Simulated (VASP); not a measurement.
Consider the following.

```xyz
2
Lattice="4.5139 0.0000 0.0000 -2.2569 3.9091 0.0000 0.0000 0.0000 7.4963" Properties=species:S:1:pos:R:3 pbc="T T T"
Ba     0.0000     2.6061     1.8741
Ba     2.2569     1.3030     5.6222
```

These are r2SCAN meta-GGA, VASP's PBE PAW potentials (set 64) (plane waves; VASP 6.6.1) values and carry that method's errors. Numerical set-up: 400 eV cut-off, 9×9×5 Γ-centred mesh, first-order Methfessel-Paxton smearing of 0.10 eV, potentials Ba_sv.

Unless said otherwise, spin-orbit coupling is left out, though it shifts the bands of the heavy elements here.

Task: What does the run give for the energy per atom (σ→0), band gap (on the k-mesh) with the smallest direct gap where there is one?

Result: 
```yaml
band gap (on the k-mesh): none (metal, semimetal or under 0.01 eV)
energy per atom (σ→0): -26.403 eV/atom
```

Total energies compare only between runs with the same potentials, cut-off and functional.

The structure was generated: Ba was put into the hcp type (P6_3/mmc), which need not be its known phase. It was relaxed first. The start is the result of an earlier pass.
